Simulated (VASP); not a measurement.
# Zr2C: structure and properties in VASP, part 2 of 4

Aim: relax Zr2C, then compute properties on the relaxed cell. The cell is invented: it takes the structure of a Materials Project entry for Ti2C (space group 166 there), with some of its atoms replaced by other elements, volume scaled by an estimate. It may not be a known or stable phase.

VASP 6.6.1, plane waves and PAW; the level of theory is named at each step.

So far. Step 2 (Rough relaxation of the start cell): It ends with a largest force of 0.033 eV/Å and a pressure of -0.05 GPa. The relaxed cell has a = 3.331, c = 16.161 Å (conventional setting).

### 3. Full relaxation (PBE)

Level of this step: PBE; plane waves and PAW (Zr_sv, C); invented cell (VASP).

Properties are meant for the cell that this level of theory prefers, so cell and atoms are relaxed first (ISIF = 3) until forces and stress are small; EDIFFG sets the threshold.

Contents of INCAR:

```
SYSTEM = Zr2C
PREC = Accurate
ENCUT = 520
EDIFF = 1E-06
NELM = 100
ISMEAR = 0
SIGMA = 0.05
LREAL = .FALSE.
ALGO = Normal
GGA = PE
NBANDS = 20
LORBIT = 11
LWAVE = .FALSE.
LCHARG = .FALSE.
IBRION = 2
NSW = 60
ISIF = 3
EDIFFG = -0.01
```

Contents of POSCAR:

```
Zr2C
1.0
    1.6656954221      0.9616896778      5.3868705382
   -1.6656954221      0.9616896778      5.3868705382
    0.0000000000     -1.9233803412      5.3868705400
Zr C
2 1
Direct
    0.2448480826      0.2448480826      0.2448480826
    0.7551519174      0.7551519174      0.7551519174
    0.5000000000      0.5000000000      0.5000000000
```

Contents of KPOINTS:

```
Automatic mesh
0
Gamma
9 9 9
0 0 0
```

Potentials, in the order of the species: Zr_sv and C (PBE family, release 64).

Launch:

```
$ mpirun -np 1 vasp_std
```

The program printed:

```text
[... set-up lines as in an earlier step ...]
 entering main loop
       N       E                     dE             d eps       ncg     rms          rms(c)
DAV:   1     0.245116175161E+03    0.24512E+03   -0.15356E+04  3408   0.139E+03
DAV:   2    -0.122092381839E+02   -0.25733E+03   -0.25048E+03  3860   0.395E+02
DAV:   3    -0.323868640273E+02   -0.20178E+02   -0.19947E+02  5808   0.857E+01
DAV:   4    -0.332903813349E+02   -0.90352E+00   -0.90209E+00  4348   0.174E+01
DAV:   5    -0.333263378362E+02   -0.35957E-01   -0.35947E-01  5148   0.276E+00    0.234E+01
DAV:   6    -0.283109571884E+02    0.50154E+01   -0.36684E+01  3820   0.274E+01    0.851E+00
DAV:   7    -0.281954945017E+02    0.11546E+00   -0.20372E+00  4528   0.808E+00    0.478E+00
DAV:   8    -0.281836007473E+02    0.11894E-01   -0.21992E-01  4268   0.290E+00    0.697E-01
DAV:   9    -0.281818846100E+02    0.17161E-02   -0.68338E-02  4260   0.122E+00    0.406E-01
DAV:  10    -0.281813864443E+02    0.49817E-03   -0.13407E-02  3984   0.752E-01    0.910E-02
DAV:  11    -0.281813605524E+02    0.25892E-04   -0.60781E-04  4760   0.195E-01    0.272E-02
DAV:  12    -0.281813509949E+02    0.95576E-05   -0.41990E-05  4828   0.416E-02    0.495E-03
DAV:  13    -0.281813516421E+02   -0.64720E-06   -0.27489E-06  3324   0.114E-02
   1 F= -.28181352E+02 E0= -.28180323E+02  d E =-.281814E+02
 curvature:   0.00 expect dE= 0.000E+00 dE for cont linesearch  0.000E+00
 trial: gam= 0.00000 g(F)=  0.611E-03 g(S)=  0.298E-03 ort = 0.000E+00 (trialstep = 0.100E+01)
 search vector abs. value=  0.908E-03
 bond charge predicted
       N       E                     dE             d eps       ncg     rms          rms(c)
DAV:   1    -0.281819854710E+02   -0.63448E-03   -0.15449E-01  3432   0.382E+00    0.229E-01
DAV:   2    -0.281818226412E+02    0.16283E-03   -0.48751E-03  3856   0.592E-01    0.104E-01
DAV:   3    -0.281816849284E+02    0.13771E-03   -0.54333E-04  5092   0.173E-01    0.244E-02
DAV:   4    -0.281816815498E+02    0.33786E-05   -0.52984E-05  4344   0.425E-02    0.130E-02
DAV:   5    -0.281816847989E+02   -0.32492E-05   -0.43800E-06  3964   0.153E-02    0.625E-03
DAV:   6    -0.281816867343E+02   -0.19354E-05   -0.14132E-06  2668   0.893E-03    0.153E-03
DAV:   7    -0.281816869309E+02   -0.19656E-06   -0.32299E-07  2120   0.421E-03
   2 F= -.28181687E+02 E0= -.28180676E+02  d E =-.335289E-03
[...]
3 F= -.28181714E+02 E0= -.28180706E+02  d E =-.362585E-03
[...]
4 F= -.28181750E+02 E0= -.28180731E+02  d E =-.361862E-04
 trial-energy change:   -0.000036  1 .order   -0.000041   -0.000341    0.000259
 step:   0.5328(harm=  0.5447)  dis= 0.00101  next Energy=   -28.181808 (dE=-0.940E-04)
 bond charge predicted
       N       E                     dE             d eps       ncg     rms          rms(c)
DAV:   1    -0.281822990828E+02   -0.54801E-03   -0.23006E-02  3436   0.143E+00    0.233E-01
DAV:   2    -0.281818947406E+02    0.40434E-03   -0.16221E-03  3880   0.344E-01    0.757E-02
DAV:   3    -0.281817804092E+02    0.11433E-03   -0.44453E-04  4732   0.152E-01    0.383E-02
DAV:   4    -0.281817945924E+02   -0.14183E-04   -0.58740E-05  5264   0.283E-02    0.189E-02
DAV:   5    -0.281818023994E+02   -0.78070E-05   -0.74638E-06  4448   0.132E-02    0.928E-03
DAV:   6    -0.281818081297E+02   -0.57303E-05   -0.82195E-06  5312   0.151E-02    0.306E-03
DAV:   7    -0.281818085517E+02   -0.42198E-06   -0.15516E-07  1800   0.388E-03
   5 F= -.28181809E+02 E0= -.28180797E+02  d E =-.943244E-04
 curvature:  -0.39 expect dE=-0.726E-05 dE for cont linesearch -0.577E-09
 trial: gam= 0.03044 g(F)=  0.393E-05 g(S)=  0.149E-04 ort = 0.869E-06 (trialstep = 0.873E+00)
 search vector abs. value=  0.193E-04
 reached required accuracy - stopping structural energy minimisation
```

Elapsed: 12 min, on 1 MPI rank of Intel Xeon 6975P-C (Granite Rapids), shared host; peak memory 0.37 GiB.

OUTCAR, selected parts (step 3):

```text
  LATTYP: Found a trigonal (rhomboedric) cell.
 ALAT       =     5.7199442717
 COS(alpha) =     0.8303953450

The static configuration has the point symmetry D_3d.

 Found     85 irreducible k-points:

   k-points           NKPTS =     85   k-points in BZ     NKDIM =     85   number of bands    NBANDS=     20

   dimension x,y,z NGX =    48 NGY =   48 NGZ =   48
   dimension x,y,z NGXF=    96 NGYF=   96 NGZF=   96

   ENCUT  =  520.0 eV  38.22 Ry    6.18 a.u.  10.64 10.64 10.64*2*pi/ulx,y,z

   NELECT =      28.0000    total number of electrons

 E-fermi :   8.7967

 k-point     1 :       0.0000    0.0000    0.0000
  band No.  band energies     occupation
    ...
      9      -1.7564      2.00000
     10       4.0597      2.00000
     11       6.1019      2.00000
     12       6.1019      2.00000
     13       6.7348      2.00000
     14       9.5714      0.00000
     15       9.5714      0.00000
     16       9.9146      0.00000
     17      11.6120      0.00000
     18      11.6120      0.00000
    ...

 k-point     2 :       0.1111   -0.0000    0.0000
  band No.  band energies     occupation
    ...
      9      -1.6220      2.00000
     10       4.3190      2.00000
     11       5.4754      2.00000
     12       6.1715      2.00000
     13       7.2795      2.00000
     14       9.2288      0.00000
     15       9.7514      0.00000
     16      10.0464      0.00000
     17      10.7158      0.00000
     18      11.6189      0.00000
    ...

  Total       -0.0105198     -0.0105198      0.0265366      0.0000000     -0.0000000      0.0000000
  in kB       -0.3251221     -0.3251223      0.8201307      0.0000000     -0.0000000      0.0000000
  external PRESSURE =       0.0566288 kB  Pullay stress =       0.0000000 kB

  energy-cutoff  :      520.00
  volume of cell :       51.84
      direct lattice vectors                 reciprocal lattice vectors
     1.667907115  0.962966601  5.379460684     0.299776885  0.173076210  0.061964091
    -1.667907115  0.962966601  5.379460684    -0.299776885  0.173076210  0.061964091
     0.000000000 -1.925934187  5.379460685     0.000000000 -0.346152420  0.061964059

 POSITION                                       TOTAL-FORCE (eV/Angst)
 -----------------------------------------------------------------------------------
      0.00000     -0.00000      3.94742         0.000000      0.000000     -0.006386
      0.00000     -0.00000     12.19096         0.000000     -0.000000      0.006386
      0.00000     -0.00000      8.06919        -0.000000     -0.000000     -0.000000
 -----------------------------------------------------------------------------------
    total drift:                                0.000000     -0.000000      0.000000

  FREE ENERGIE OF THE ION-ELECTRON SYSTEM (eV)
  ---------------------------------------------------
  free  energy   TOTEN  =       -28.1818085517 eV

  energy  without entropy=      -28.1797854014  energy(sigma->0) =      -28.18079698

 total charge
# of ion       s       p       d       tot
------------------------------------------
    1        2.189   6.008   1.620   9.817
    2        2.189   6.008   1.620   9.817
    3        0.887   1.494   0.000   2.381
--------------------------------------------------
tot          5.265  13.510   3.240  22.016

[... 2 parts as in an earlier step ...]

[... 7 further parts left out ...]
```

CONTCAR:

```
Zr2C
   1.00000000000000
     1.6679071153854086    0.9629666007452478    5.3794606836254255
    -1.6679071153854086    0.9629666007452478    5.3794606836254255
     0.0000000000000000   -1.9259341870544795    5.3794606851831617
  Zr              C
     2     1
Direct
     0.2445982181171362    0.2445982181171362    0.2445982181170926
     0.7554017818828638    0.7554017818828638    0.7554017818829074
     0.5000000000000000    0.5000000000000000    0.5000000000000000
```

Relaxation path:

```
step  energy less that of the first step (eV)  largest force (eV/Å)  pressure (GPa)  volume (Å³)
   1                                   0.0000                0.0796           -0.06        51.77
   2                                  -0.0003                0.0132            0.35        51.73
   3                                  -0.0004                0.0065            0.27        51.74
   4                                  -0.0004                0.0068           -0.19        51.92
   5                                  -0.0005                0.0064            0.01        51.84
```

```
conventional cell, symmetrised  before   after  change
                         a (Å)   3.331   3.336  +0.1 %
                         b (Å)   3.331   3.336  +0.1 %
                         c (Å)  16.161  16.138  -0.1 %
              volume (Å³/atom)   17.26   17.28  +0.1 %
```

Final coordinates:

```cif
data_structure
_symmetry_space_group_name_H-M 'P 1'
_symmetry_Int_Tables_number 1
_cell_length_a 5.7138
_cell_length_b 5.7138
_cell_length_c 5.7138
_cell_angle_alpha 33.944
_cell_angle_beta 33.944
_cell_angle_gamma 33.944
_cell_volume 51.84
loop_
_atom_site_label
_atom_site_type_symbol
_atom_site_fract_x
_atom_site_fract_y
_atom_site_fract_z
_atom_site_occupancy
Zr1 Zr 0.24460 0.24460 0.24460 1
Zr2 Zr 0.75540 0.75540 0.75540 1
C3 C 0.50000 0.50000 0.50000 1
```

Numbers from this step:

```yaml
irreducible_k_points: 85
free_energy_toten: -28.18 eV
energy_at_zero_smearing: -28.18 eV
fermi_energy: 8.797 eV
pressure: 0.005663 GPa
scf_cycles_over_all_ionic_steps: 38
```

It ends with a largest force of 0.006 eV/Å and a pressure of 0.01 GPa.

### 4. Single point with fields (PBE)

The relaxed cell gets a fresh self-consistent run, on a basis set for its own volume, to fix the density and to check the remaining stress.

INCAR: that of step 3 with these lines changed.

```diff
@@ -13,6 +13,5 @@
 LWAVE = .FALSE.
-LCHARG = .FALSE.
-IBRION = 2
-NSW = 60
-ISIF = 3
-EDIFFG = -0.01
+LCHARG = .TRUE.
+ISIF = 2
+LELF = .TRUE.
+LVHAR = .TRUE.
```

Contents of POSCAR:

```
Zr2C
1.0
    1.6679071154      0.9629666007      5.3794606836
   -1.6679071154      0.9629666007      5.3794606836
    0.0000000000     -1.9259341871      5.3794606852
Zr C
2 1
Direct
    0.2445982181      0.2445982181      0.2445982181
    0.7554017819      0.7554017819      0.7554017819
    0.5000000000      0.5000000000      0.5000000000
```

KPOINTS is that of step 3.

Launch:

```
$ mpirun -np 1 vasp_std
```

The program printed:

```text
[... set-up lines as in an earlier step ...]
 entering main loop
       N       E                     dE             d eps       ncg     rms          rms(c)
DAV:   1     0.244614313080E+03    0.24461E+03   -0.15425E+04  3408   0.140E+03
DAV:   2    -0.118684189173E+02   -0.25648E+03   -0.24947E+03  3800   0.394E+02
DAV:   3    -0.324261494201E+02   -0.20558E+02   -0.20295E+02  5876   0.869E+01
DAV:   4    -0.333089889289E+02   -0.88284E+00   -0.88132E+00  4384   0.175E+01
DAV:   5    -0.333420965741E+02   -0.33108E-01   -0.33099E-01  5112   0.267E+00    0.235E+01
DAV:   6    -0.283045862301E+02    0.50375E+01   -0.36433E+01  3816   0.275E+01    0.851E+00
DAV:   7    -0.281961284827E+02    0.10846E+00   -0.20515E+00  4584   0.806E+00    0.478E+00
DAV:   8    -0.281843401602E+02    0.11788E-01   -0.22438E-01  4280   0.290E+00    0.697E-01
DAV:   9    -0.281823778973E+02    0.19623E-02   -0.70128E-02  4284   0.123E+00    0.407E-01
DAV:  10    -0.281818715562E+02    0.50634E-03   -0.13324E-02  3984   0.751E-01    0.897E-02
DAV:  11    -0.281818523010E+02    0.19255E-04   -0.59164E-04  4800   0.194E-01    0.271E-02
DAV:  12    -0.281818427486E+02    0.95524E-05   -0.39293E-05  4752   0.409E-02    0.481E-03
DAV:  13    -0.281818433886E+02   -0.63998E-06   -0.28179E-06  3336   0.114E-02
   1 F= -.28181843E+02 E0= -.28180832E+02  d E =-.202320E-02
```

It took 2.6 min on 1 MPI rank; peak memory 0.3 GiB.

Parts of OUTCAR (step 4):

```text
  LATTYP: Found a trigonal (rhomboedric) cell.
 ALAT       =     5.7138267445
 COS(alpha) =     0.8295803117

The static configuration has the point symmetry D_3d.

 Found     85 irreducible k-points:

   dimension x,y,z NGX =    42 NGY =   42 NGZ =   42
   dimension x,y,z NGXF=    84 NGYF=   84 NGZF=   84

   ENCUT  =  520.0 eV  38.22 Ry    6.18 a.u.  10.62 10.62 10.62*2*pi/ulx,y,z

   NELECT =      28.0000    total number of electrons

 E-fermi :   8.7967

 k-point     1 :       0.0000    0.0000    0.0000
  band No.  band energies     occupation
    ...
      9      -1.7564      2.00000
     10       4.0597      2.00000
     11       6.1019      2.00000
     12       6.1019      2.00000
     13       6.7349      2.00000
     14       9.5714      0.00000
     15       9.5714      0.00000
     16       9.9146      0.00000
     17      11.6120      0.00000
     18      11.6120      0.00000
    ...

 k-point     2 :       0.1111    0.0000    0.0000
  band No.  band energies     occupation
    ...
      9      -1.6221      2.00000
     10       4.3189      2.00000
     11       5.4754      2.00000
     12       6.1715      2.00000
     13       7.2796      2.00000
     14       9.2288      0.00000
     15       9.7514      0.00000
     16      10.0464      0.00000
     17      10.7158      0.00000
     18      11.6189      0.00000
    ...

  Total       -0.0136211     -0.0136211      0.0263272      0.0000000     -0.0000000      0.0000000
  in kB       -0.4209673     -0.4209676      0.8136578      0.0000000     -0.0000000      0.0000000
  external PRESSURE =      -0.0094257 kB  Pullay stress =       0.0000000 kB

 POSITION                                       TOTAL-FORCE (eV/Angst)
 -----------------------------------------------------------------------------------
      0.00000     -0.00000      3.94742        -0.000000      0.000000     -0.006422
      0.00000     -0.00000     12.19096        -0.000000     -0.000000      0.006422
      0.00000     -0.00000      8.06919         0.000000      0.000000     -0.000000
 -----------------------------------------------------------------------------------
    total drift:                               -0.000000     -0.000000      0.000000

  FREE ENERGIE OF THE ION-ELECTRON SYSTEM (eV)
  ---------------------------------------------------
  free  energy   TOTEN  =       -28.1818433886 eV

  energy  without entropy=      -28.1798201851  energy(sigma->0) =      -28.18083179

[... 4 parts as in an earlier step ...]

[... 7 further parts left out ...]
```

This step gave:

- SCF cycles: 13
- pressure: -9.43e-4 GPa

Valence electrons inside each PAW sphere by angular momentum. Sphere charges, by row:

```
atom  s (e)  p (e)  d (e)  tot (e)
 Zr1  2.189  6.008   1.62    9.817
 Zr2  2.189  6.008   1.62    9.817
  C3  0.887  1.494      0    2.381
```

Electrostatic potential energy in the ac plane of the conventional cell at fractional y = 0.333, with atoms of Zr and C within 0.2 Å of it. With pseudopotentials it is smooth inside the atoms' cores, unlike the true potential.

Values in eV, 24 rows by 14 columns, each cell a mean:
```
 -1  -1  -1  -1  -1   0   1   1   2   2   2   1   1   0
 -7 -12 -15 -14 -10  -5  -2   0   2   2   2   1  -1  -3
 -7 -12 -15 -14 -10  -4  -2  -1  -2  -3  -2  -1  -2  -3
 -1  -1  -2  -2  -1  -1  -5 -25 -37 -28 -34 -31  -9  -2
 -2  -3  -4  -3  -2  -2  -3 -16 -29 -29 -30 -22  -6  -2
-10 -15 -19 -17 -11  -5  -2   0   0   1   1   0  -1  -4
 -6  -9 -11 -10  -7  -3  -1   1   2   2   2   1  -1  -2
  0   0   0   0   0   1   1   1   1   1   1   1   1   1
  0   1   2   2   1  -2  -5 -12 -17 -20 -19 -14  -7  -3
 -5  -1   0   0  -3 -14 -32 -51 -57 -59 -58 -54 -39 -21
 -5  -1   0   0  -3 -14 -32 -51 -58 -59 -59 -54 -39 -21
 -1   0   0   0  -1  -2  -5 -12 -17 -20 -19 -14  -7  -3
 -2  -3  -5  -4  -3  -1   0   1   1   1   1   1   0   0
 -9 -15 -18 -17 -12  -5  -2   0   1   2   1   0  -1  -3
 -5  -9 -11 -10  -7  -3  -1   1   2   2   2   1   0  -2
  0   0  -1  -1   0   1   2   3   3   3   3   3   2   2
 -1  -2  -2  -2  -1   0   2   3   3   3   3   3   2   1
 -8 -13 -15 -14  -9  -4  -2   0   1   2   2   1  -1  -3
 -8 -12 -15 -14  -9  -4  -2   0   1   2   2   1  -1  -3
 -1  -2  -3  -3  -2  -1   0   0   0   0   0   0   0   0
 -1   0   0   0  -1  -3 -10 -21 -29 -33 -31 -24 -14  -6
 -6  -1   0  -1  -4 -17 -36 -55 -60 -60 -60 -58 -44 -25
 -4  -1   1   0  -2 -10 -25 -43 -51 -54 -53 -47 -32 -16
  1   2   2   2   1   0  -2  -5  -8 -10  -9  -6  -3  -1
```
Columns run along a (3.3 Å; values clipped at the 3rd and 97th percentile), rows up along c (16.1 Å), edges of the conventional cell, whose origin can differ from the input's. Atoms in or near the plane, at fractional coordinates: Zr at (0.67, 0.58), Zr at (0.67, 0.09), C at (0.67, 0.83).

Valence density in the ac plane of the conventional cell at fractional y = 0.333, with atoms of Zr and C within 0.2 Å of it. It is the smooth field of the valence electrons, not physical close to the nuclei.

Values in e/Å³, 24 rows by 14 columns, each cell a mean:
```
0.1 0.2 0.2 0.2 0.1 0.1 0.1 0.1 0.1 0.1 0.1 0.1 0.1 0.1
0.3 0.4 0.5 0.5 0.3 0.2 0.2 0.2 0.2 0.2 0.2 0.2 0.2 0.2
0.4 0.4 0.5 0.5 0.4 0.3 0.3 0.4 0.5 0.6 0.5 0.4 0.4 0.3
0.3 0.2 0.2 0.2 0.3 0.4 0.7 1.2 1.5 1.5 1.5 1.3 0.8 0.5
0.3 0.3 0.3 0.3 0.3 0.4 0.6 1.0 1.3 1.3 1.3 1.1 0.7 0.5
0.4 0.5 0.6 0.5 0.4 0.3 0.3 0.3 0.3 0.4 0.4 0.3 0.3 0.3
0.3 0.3 0.4 0.4 0.3 0.2 0.2 0.1 0.1 0.1 0.1 0.1 0.2 0.2
0.1 0.1 0.1 0.1 0.1 0.1 0.1 0.1 0.1 0.1 0.1 0.1 0.1 0.1
0.1 0.1 0.1 0.1 0.1 0.2 0.2 0.4 0.6 0.7 0.6 0.5 0.3 0.2
0.2 0.2 0.1 0.1 0.2 0.5 1.1 2.7 3.9 4.5 4.2 3.2 1.6 0.7
0.3 0.2 0.2 0.2 0.3 0.5 1.1 2.7 3.9 4.5 4.2 3.1 1.6 0.7
0.4 0.4 0.4 0.4 0.4 0.3 0.3 0.5 0.6 0.7 0.7 0.5 0.4 0.3
0.4 0.4 0.5 0.5 0.4 0.3 0.2 0.2 0.2 0.2 0.2 0.2 0.2 0.3
0.4 0.5 0.6 0.6 0.4 0.3 0.2 0.1 0.1 0.1 0.1 0.1 0.2 0.2
0.2 0.3 0.4 0.4 0.3 0.2 0.2 0.1 0.1 0.1 0.1 0.1 0.1 0.2
0.1 0.1 0.1 0.1 0.1 0.1 0.1 0.1 0.1 0.1 0.1 0.1 0.1 0.1
0.1 0.2 0.2 0.2 0.1 0.1 0.1 0.1 0.1 0.1 0.1 0.1 0.1 0.1
0.3 0.4 0.5 0.5 0.3 0.2 0.2 0.1 0.1 0.1 0.1 0.1 0.1 0.2
0.4 0.5 0.6 0.5 0.4 0.3 0.2 0.2 0.1 0.1 0.1 0.1 0.2 0.2
0.4 0.4 0.5 0.5 0.4 0.3 0.2 0.2 0.2 0.2 0.2 0.2 0.2 0.3
0.3 0.4 0.4 0.4 0.3 0.3 0.4 0.8 1.1 1.4 1.3 0.9 0.5 0.4
0.3 0.2 0.2 0.2 0.3 0.6 1.4 3.2 4.6 5.2 4.9 3.7 1.9 0.8
0.2 0.1 0.1 0.1 0.2 0.4 0.8 2.0 3.0 3.5 3.3 2.4 1.2 0.5
0.1 0.1 0.1 0.1 0.1 0.1 0.2 0.2 0.3 0.3 0.3 0.2 0.2 0.1
```
Columns run along a (3.3 Å), rows up along c (16.1 Å), edges of the conventional cell, whose origin can differ from the input's. Atoms in or near the plane, at fractional coordinates: Zr at (0.67, 0.58), Zr at (0.67, 0.09), C at (0.67, 0.83).

ELF in the ac plane of the conventional cell at fractional y = 0.333, with atoms of Zr and C within 0.2 Å of it. It is the smooth field of the valence electrons, not physical close to the nuclei.

Values, 24 rows by 14 columns, each cell a mean:
```
0.23 0.22 0.22 0.22 0.23 0.25 0.29 0.36 0.40 0.41 0.41 0.38 0.32 0.27
0.17 0.24 0.30 0.28 0.20 0.15 0.17 0.29 0.41 0.48 0.45 0.34 0.20 0.14
0.18 0.22 0.27 0.25 0.21 0.23 0.35 0.56 0.66 0.70 0.69 0.61 0.43 0.26
0.40 0.23 0.16 0.19 0.33 0.57 0.73 0.73 0.52 0.33 0.42 0.67 0.76 0.66
0.33 0.20 0.16 0.17 0.27 0.49 0.67 0.74 0.62 0.50 0.56 0.70 0.71 0.57
0.20 0.27 0.32 0.29 0.20 0.17 0.26 0.46 0.59 0.64 0.62 0.51 0.33 0.20
0.17 0.21 0.24 0.22 0.17 0.14 0.18 0.30 0.42 0.47 0.44 0.34 0.22 0.16
0.29 0.29 0.28 0.28 0.29 0.30 0.31 0.33 0.33 0.34 0.33 0.33 0.31 0.30
0.26 0.37 0.45 0.41 0.30 0.20 0.19 0.27 0.33 0.36 0.35 0.29 0.21 0.19
0.15 0.17 0.23 0.20 0.14 0.26 0.54 0.75 0.77 0.75 0.77 0.77 0.64 0.37
0.20 0.30 0.40 0.35 0.22 0.25 0.49 0.73 0.78 0.77 0.78 0.75 0.59 0.34
0.48 0.61 0.67 0.65 0.54 0.35 0.24 0.25 0.31 0.35 0.33 0.27 0.24 0.30
0.38 0.40 0.41 0.40 0.38 0.35 0.31 0.28 0.28 0.28 0.28 0.29 0.31 0.34
0.18 0.24 0.28 0.27 0.21 0.16 0.15 0.21 0.30 0.36 0.33 0.25 0.17 0.15
0.15 0.19 0.22 0.21 0.17 0.15 0.17 0.28 0.39 0.47 0.44 0.32 0.20 0.14
0.28 0.22 0.20 0.21 0.25 0.35 0.48 0.63 0.72 0.77 0.75 0.67 0.54 0.40
0.22 0.19 0.17 0.18 0.21 0.28 0.39 0.56 0.66 0.71 0.69 0.59 0.45 0.32
0.18 0.23 0.27 0.25 0.19 0.13 0.14 0.23 0.34 0.41 0.37 0.26 0.16 0.14
0.20 0.24 0.27 0.25 0.21 0.17 0.18 0.24 0.32 0.36 0.34 0.27 0.20 0.18
0.46 0.50 0.51 0.50 0.48 0.41 0.34 0.26 0.24 0.23 0.23 0.25 0.30 0.37
0.40 0.56 0.65 0.61 0.47 0.29 0.25 0.36 0.46 0.51 0.48 0.40 0.27 0.25
0.17 0.22 0.32 0.27 0.18 0.28 0.57 0.78 0.79 0.76 0.78 0.79 0.67 0.39
0.15 0.19 0.27 0.23 0.15 0.22 0.45 0.67 0.73 0.74 0.74 0.70 0.55 0.30
0.32 0.41 0.47 0.44 0.35 0.25 0.20 0.20 0.23 0.25 0.24 0.21 0.19 0.22
```
Columns run along a (3.3 Å), rows up along c (16.1 Å), edges of the conventional cell, whose origin can differ from the input's. Atoms in or near the plane, at fractional coordinates: Zr at (0.67, 0.58), Zr at (0.67, 0.09), C at (0.67, 0.83).

In this run the pressure is 0.00 GPa, small enough to go on.

[end of part 2 of 4]

[Lines on the potential files, build, host, timing and source positions are cut from VASP's logs without a mark.]

[Logs are printed without paths, hosts, clocks, repeated set-up lines and the standing remarks that a program may print on its own settings, such as how far it seeks lower states.]

[Hosts, paths, dates, database ids (printed as entryN), source tags and the programs' standing remarks are cut or masked in the printed files.]

[A measured line is paired with the nearest computed mode of its activity, which favours agreement.]
